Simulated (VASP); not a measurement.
Output of a VASP run:

OUTCAR:
```
 ion  position               nearest neighbor table
   1  0.047  0.630  0.862-  11 2.65  13 2.69  15 2.74  16 2.94   2 3.08   4 3.51   4 3.51
   2  0.953  0.370  0.138-  12 2.65  14 2.69  16 2.74  15 2.94   1 3.08   3 3.51   3 3.51
   3  0.453  0.370  0.362-   9 2.65  15 2.69  13 2.74  14 2.94   4 3.08   2 3.51   2 3.51
   4  0.547  0.630  0.638-  10 2.65  16 2.69  14 2.74  13 2.94   3 3.08   1 3.51   1 3.51
   5  0.547  0.870  0.138-  15 2.65   9 2.69  11 2.74  12 2.94   6 3.08   8 3.51   8 3.51
   6  0.453  0.130  0.862-  16 2.65  10 2.69  12 2.74  11 2.94   5 3.08   7 3.51   7 3.51
   7  0.953  0.130  0.638-  13 2.65  11 2.69   9 2.74  10 2.94   8 3.08   6 3.51   6 3.51
   8  0.047  0.870  0.362-  14 2.65  12 2.69  10 2.74   9 2.94   7 3.08   5 3.51   5 3.51
   9  0.633  0.065  0.405-  10 2.45   3 2.65   5 2.69   7 2.74   8 2.94
  10  0.367  0.935  0.595-   9 2.45   4 2.65   6 2.69   8 2.74   7 2.94
  11  0.867  0.935  0.905-  12 2.45   1 2.65   7 2.69   5 2.74   6 2.94
  12  0.133  0.065  0.095-  11 2.45   2 2.65   8 2.69   6 2.74   5 2.94
  13  0.133  0.435  0.595-  14 2.45   7 2.65   1 2.69   3 2.74   4 2.94
  14  0.867  0.565  0.405-  13 2.45   8 2.65   2 2.69   4 2.74   3 2.94
  15  0.367  0.565  0.095-  16 2.45   5 2.65   3 2.69   1 2.74   2 2.94
  16  0.633  0.435  0.905-  15 2.45   6 2.65   4 2.69   2 2.74   1 2.94
  LATTYP: Found a simple orthorhombic cell.
 ALAT       =     6.0151331176
 B/A-ratio  =     1.3060682651
 C/A-ratio  =     1.3419537009
 Subroutine PRICEL returns:
 Original cell was already a primitive cell.
 Subroutine GETGRP returns: Found  8 space group operations
The static configuration has the point symmetry S_2 .
 The point group associated with its full space group is D_2h.
The dynamic configuration has the point symmetry S_2 .
 Subroutine INISYM returns: Found  8 space group operations
 Subroutine IBZKPT returns following result:
 Found     12 irreducible k-points:

 Following reciprocal coordinates:
            Coordinates               Weight
  0.000000  0.000000  0.000000      1.000000
  0.250000  0.000000  0.000000      2.000000
  0.500000  0.000000  0.000000      1.000000
  0.000000  0.333333  0.000000      2.000000
  0.250000  0.333333  0.000000      4.000000
  0.500000  0.333333  0.000000      2.000000
  0.000000  0.000000  0.333333      2.000000
  0.250000  0.000000  0.333333      4.000000
  0.500000  0.000000  0.333333      2.000000
  0.000000  0.333333  0.333333      4.000000
  0.250000  0.333333  0.333333      8.000000
  0.500000  0.333333  0.333333      4.000000
   k-points           NKPTS =     12   k-points in BZ     NKDIM =     12   number of bands    NBANDS=     81
   number of dos      NEDOS =    601   number of ions     NIONS =     16
   total plane-waves  NPLWV = 116640
   dimension x,y,z NGX =    40 NGY =   54 NGZ =   54
   dimension x,y,z NGXF=    80 NGYF=  108 NGZF=  108
   ions per type =               8   8
   PREC   = accura    normal or accurate (medium, high low for compatibility)
   ISTART =      0    job   : 0-new  1-cont  2-samecut
   ICHARG =      2    charge: 1-file 2-atom 10-const
   ISPIN  =      1    spin polarized calculation?
   LNONCOLLINEAR =      F non collinear calculations
   LSORBIT =      F    spin-orbit coupling
   INIWAV =      1    electr: 0-lowe 1-rand  2-diag
   ENCUT  =  400.0 eV  29.40 Ry    5.42 a.u.   9.81 12.81 13.16*2*pi/ulx,y,z
   NELM   =    100;   NELMIN=  2; NELMDL= -5     # of ELM steps
   EDIFF  = 0.1E-06   stopping-criterion for ELM
   LREAL  =      T    real-space projection
   NLSPLINE    = F    spline interpolate recip. space projectors
   LMAXMIX     =    4 max onsite mixed and CHGCAR
   VOSKOWN=      0    Vosko Wilk Nusair interpolation
   EDIFFG = 0.1E-05   stopping-criterion for IOM
   NSW    =      0    number of steps for IOM
   NBLOCK =      1;   KBLOCK =      1    inner block; outer block
   IBRION =     -1    ionic relax: 0-MD 1-quasi-New 2-CG
   NFREE  =      0    steps in history (QN), initial steepest desc. (CG)
   ISIF   =      2    stress and relaxation
   ISYM   =      2    0-nonsym 1-usesym 2-fastsym
   TEIN   =    0.0    initial temperature
   TEBEG  =    0.0;   TEEND  =   0.0 temperature during run
   SMASS  =  -3.00    Nose mass-parameter (am)
   PSTRESS=    0.0 pullay stress
   NELECT =     136.0000    total number of electrons
   EFERMI =   0.00;   METHOD = LEGACY
   ISMEAR =    -5;   SIGMA  =   0.20  broadening in eV -4-tet -1-fermi 0-gaus
   IALGO  =     38    algorithm
...
```

### OSZICAR
```
       N       E                     dE             d eps       ncg     rms          rms(c)
DAV:   1     0.565465358136E+03    0.56547E+03   -0.57759E+04  1944   0.129E+03
DAV:   2    -0.265996117084E+03   -0.83146E+03   -0.80801E+03  2070   0.350E+02
DAV:   3    -0.316102239792E+03   -0.50106E+02   -0.49594E+02  2248   0.848E+01
DAV:   4    -0.316823072185E+03   -0.72083E+00   -0.71811E+00  2176   0.823E+00
DAV:   5    -0.316831618214E+03   -0.85460E-02   -0.85376E-02  2216   0.801E-01    0.143E+01
DAV:   6    -0.294442134294E+03    0.22389E+02   -0.24679E+01  2302   0.348E+01    0.168E+01
DAV:   7    -0.288895039008E+03    0.55471E+01   -0.18420E+00  2119   0.680E+00    0.123E+01
DAV:   8    -0.284559504310E+03    0.43355E+01   -0.15338E+00  1986   0.596E+00    0.139E+00
DAV:   9    -0.279300279300E+03    0.52592E+01   -0.28314E+00  2065   0.614E+00    0.138E+00
DAV:  10    -0.279589077751E+03   -0.28880E+00   -0.96216E-02  2080   0.105E+00    0.145E+00
DAV:  11    -0.279307274783E+03    0.28180E+00   -0.35796E-02  2245   0.606E-01    0.204E+00
DAV:  12    -0.280578599794E+03   -0.12713E+01   -0.12709E+00  2136   0.323E+00    0.787E-01
DAV:  13    -0.280851138839E+03   -0.27254E+00   -0.17454E-01  2089   0.168E+00    0.653E-01
DAV:  14    -0.280867869321E+03   -0.16730E-01   -0.79692E-03  2173   0.368E-01    0.544E-01
DAV:  15    -0.280862449098E+03    0.54202E-02   -0.18369E-02  2093   0.456E-01    0.915E-02
DAV:  16    -0.280859431528E+03    0.30176E-02   -0.47701E-03  2047   0.286E-01    0.167E-01
DAV:  17    -0.280862641783E+03   -0.32103E-02   -0.70376E-04  2197   0.107E-01    0.173E-01
DAV:  18    -0.280858178789E+03    0.44630E-02   -0.15099E-03  2083   0.142E-01    0.563E-02
DAV:  19    -0.280864945435E+03   -0.67666E-02   -0.36493E-03  1987   0.245E-01    0.436E-02
DAV:  20    -0.280865065937E+03   -0.12050E-03   -0.11646E-04  2232   0.355E-02    0.427E-02
DAV:  21    -0.280865078758E+03   -0.12821E-04   -0.30551E-06  2134   0.644E-03    0.418E-02
DAV:  22    -0.280865063238E+03    0.15519E-04   -0.53790E-05  2044   0.304E-02    0.269E-02
DAV:  23    -0.280865054012E+03    0.92262E-05   -0.16487E-04  2167   0.357E-02    0.224E-02
DAV:  24    -0.280865052139E+03    0.18728E-05   -0.14085E-05  2092   0.180E-02    0.114E-02
DAV:  25    -0.280865053377E+03   -0.12378E-05   -0.21685E-06  2148   0.692E-03    0.101E-02
DAV:  26    -0.280865052717E+03    0.65962E-06   -0.75571E-06  2099   0.963E-03    0.192E-03
DAV:  27    -0.280865053169E+03   -0.45110E-06   -0.15245E-06  1824   0.416E-03    0.297E-03
DAV:  28    -0.280865053419E+03   -0.25021E-06   -0.34896E-07  1556   0.238E-03    0.572E-04
DAV:  29    -0.280865053477E+03   -0.57909E-07   -0.91952E-08  1056   0.115E-03
   1 F= -.28086505E+03 E0= -.28086505E+03  d E =0.000000E+00
       N       E                     dE             ncg
       N       E                     dE             ncg
       N       E                     dE             ncg
       N       E                     dE             ncg
       N       E                     dE             ncg
```

**OUTCAR**
```
------------------------ aborting loop because EDIFF is reached ----------------------------------------
  FORCE on cell =-STRESS in cart. coord.  units (eV):
  Direction    XX          YY          ZZ          XY          YZ          ZX
  --------------------------------------------------------------------------------------
  Total        0.3011401     -0.1540945      0.1852513      0.0000000      0.0000000      0.0000000
  in kB        1.2648529     -0.6472299      0.7780953      0.0000000      0.0000000      0.0000000
  external PRESSURE =       0.4652394 kB  Pullay stress =       0.0000000 kB
  volume of cell :      381.45
      direct lattice vectors                 reciprocal lattice vectors
     6.015133118  0.000000000  0.000000000     0.166247360  0.000000000  0.000000000
     0.000000000  7.856174475  0.000000000     0.000000000  0.127288415  0.000000000
     0.000000000  0.000000000  8.072030148     0.000000000  0.000000000  0.123884572
 POSITION                                       TOTAL-FORCE (eV/Angst)
 -----------------------------------------------------------------------------------
      0.28080      4.94845      6.95626        -0.010140      0.007758     -0.002256
      5.73433      2.90772      1.11577         0.010140     -0.007758      0.002256
      2.72677      2.90772      2.92024         0.010140     -0.007758     -0.002256
      3.28837      4.94845      5.15179        -0.010140      0.007758      0.002256
      3.28837      6.83581      1.11577        -0.010140     -0.007758      0.002256
      2.72677      1.02037      6.95626         0.010140      0.007758     -0.002256
      5.73433      1.02037      5.15179         0.010140      0.007758      0.002256
      0.28080      6.83581      2.92024        -0.010140     -0.007758     -0.002256
      3.80655      0.51364      3.26569         0.004739     -0.000757      0.005387
      2.20858      7.34253      4.80634        -0.004739      0.000757     -0.005387
      5.21615      7.34253      7.30170        -0.004739      0.000757      0.005387
      0.79899      0.51364      0.77033         0.004739     -0.000757     -0.005387
      0.79899      3.41444      4.80634         0.004739      0.000757     -0.005387
      5.21615      4.44173      3.26569        -0.004739     -0.000757      0.005387
      2.20858      4.44173      0.77033        -0.004739     -0.000757     -0.005387
      3.80655      3.41444      7.30170         0.004739      0.000757      0.005387
 -----------------------------------------------------------------------------------
    total drift:                                0.000000      0.000000     -0.000000
  FREE ENERGIE OF THE ION-ELECTRON SYSTEM (eV)
  ---------------------------------------------------
  free  energy   TOTEN  =      -280.8650534767 eV

  energy  without entropy=     -280.8650534767  energy(sigma->0) =     -280.86505348

 total charge

# of ion       s       p       d       tot
------------------------------------------
    1        0.486   0.294   9.530  10.311
    2        0.486   0.294   9.530  10.311
    3        0.486   0.294   9.530  10.311
    4        0.486   0.294   9.530  10.311
    5        0.486   0.294   9.530  10.311
    6        0.486   0.294   9.530  10.311
    7        0.486   0.294   9.530  10.311
    8        0.486   0.294   9.530  10.311
    9        1.231   1.528   0.033   2.791
   10        1.231   1.528   0.033   2.791
   11        1.231   1.528   0.033   2.791
   12        1.231   1.528   0.033   2.791
   13        1.231   1.528   0.033   2.791
   14        1.231   1.528   0.033   2.791
   15        1.231   1.528   0.033   2.791
   16        1.231   1.528   0.033   2.791
--------------------------------------------------
tot         13.738  14.576  76.505 104.819

 Electric field gradients after diagonalization (V/A^2)
 (convention: |V_zz| > |V_xx| > |V_yy|)
----------------------------------------------------------------------
 ion       V_xx      V_yy      V_zz     asymmetry (V_yy - V_xx)/ V_zz
----------------------------------------------------------------------
   1     -98.834    -9.169   108.002       0.830
   2     -98.834    -9.169   108.002       0.830
   3     -98.834    -9.169   108.002       0.830
   4     -98.834    -9.169   108.002       0.830
...
```
(Selected blocks of OUTCAR.)

POSCAR:
```
CdAs
1
    6.0151331176     0.0000000000     0.0000000000
    0.0000000000     7.8561744754     0.0000000000
    0.0000000000     0.0000000000     8.0720301483
Cd As
8 8
Direct
  0.0466821052   0.6298807932   0.8617728999
  0.9533178948   0.3701192068   0.1382271001
  0.4533178948   0.3701192068   0.3617728999
  0.5466821052   0.6298807932   0.6382271001
  0.5466821052   0.8701192068   0.1382271001
  0.4533178948   0.1298807932   0.8617728999
  0.9533178948   0.1298807932   0.6382271001
  0.0466821052   0.8701192068   0.3617728999
  0.6328293787   0.0653810068   0.4045685124
  0.3671706213   0.9346189932   0.5954314876
  0.8671706213   0.9346189932   0.9045685124
  0.1328293787   0.0653810068   0.0954314876
  0.1328293787   0.4346189932   0.5954314876
  0.8671706213   0.5653810068   0.4045685124
  0.3671706213   0.5653810068   0.0954314876
  0.6328293787   0.4346189932   0.9045685124
```

Q: Write an INCAR and KPOINTS that could have produced this output.

A: Several could match; the one computed here: the input of the run itself, r2SCAN meta-GGA, plane waves, VASP's PBE PAW potentials (set 64).

INCAR:
```
NELM=100   # most electronic steps
LORBIT=11   # lm-projected
LWAVE=.False.
LMIXTAU=.True.
ENCUT=400   # plane-wave cut-off (eV)
ALGO=Normal
ISMEAR=-5
SYSTEM=CdAs
LEFG=.True.
LASPH=.True.
LCHARG=.False.
EDIFF=1E-7
METAGGA=R2SCAN
PREC=Accurate
LMAXMIX=4   # l cut-off of mixed one-centre charges
NEDOS=601   # DOS grid
ISIF=2   # forces and stress, cell fixed
LREAL=Auto
```

File KPOINTS:
```
Automatic mesh
0
Gamma
4 3 3
0 0 0
```

KPOINTS_OPT:
```
k-points along high-symmetry lines
5
Line-mode
Reciprocal
  0.000000   0.000000   0.000000 ! GAMMA
  0.500000   0.000000   0.000000 ! X

  0.500000   0.000000   0.000000 ! X
  0.500000   0.500000   0.000000 ! S

  0.500000   0.500000   0.000000 ! S
  0.000000   0.500000   0.000000 ! Y

  0.000000   0.500000   0.000000 ! Y
  0.000000   0.000000   0.000000 ! GAMMA

  0.000000   0.000000   0.000000 ! GAMMA
  0.000000   0.000000   0.500000 ! Z

  0.000000   0.000000   0.500000 ! Z
  0.500000   0.000000   0.500000 ! U

  0.500000   0.000000   0.500000 ! U
  0.500000   0.500000   0.500000 ! R

  0.500000   0.500000   0.500000 ! R
  0.000000   0.500000   0.500000 ! T

  0.000000   0.500000   0.500000 ! T
  0.000000   0.000000   0.500000 ! Z

  0.500000   0.000000   0.000000 ! X
  0.500000   0.000000   0.500000 ! U

  0.000000   0.500000   0.000000 ! Y
  0.000000   0.500000   0.500000 ! T

  0.500000   0.500000   0.000000 ! S
  0.500000   0.500000   0.500000 ! R
```

POTCAR, in this order: Cd As (PBE.64 set). Program: vasp_std.

The structure comes from a computed database's CdAs entry (Pbca); how it stands against other phases isn't given here. It was relaxed first.
